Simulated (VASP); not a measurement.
Data:

```xyz
2
Lattice="0.0000 2.6707 2.6707 2.6707 0.0000 2.6707 2.6707 2.6707 0.0000" Properties=species:S:1:pos:R:3 pbc="T T T"
K      0.0000     0.0000     0.0000
F      2.6707     2.6707     2.6707
```

These are rev-vdW-DF2, VASP's PBE PAW potentials (set 64) (plane waves; VASP) values and carry that method's errors. Run with 520 eV cut-off, Gaussian smearing of 0.050 eV, potentials K_sv F.

Problem. What does the run give for the band gap (along the path) with the smallest direct gap where there is one?

Solution. 
```json
{
 "band gap (along the path)": "6.06 eV",
 "smallest direct gap (along the path)": "6.06 eV"
}
```

The compound is KF in the rock salt structure. It was relaxed first.
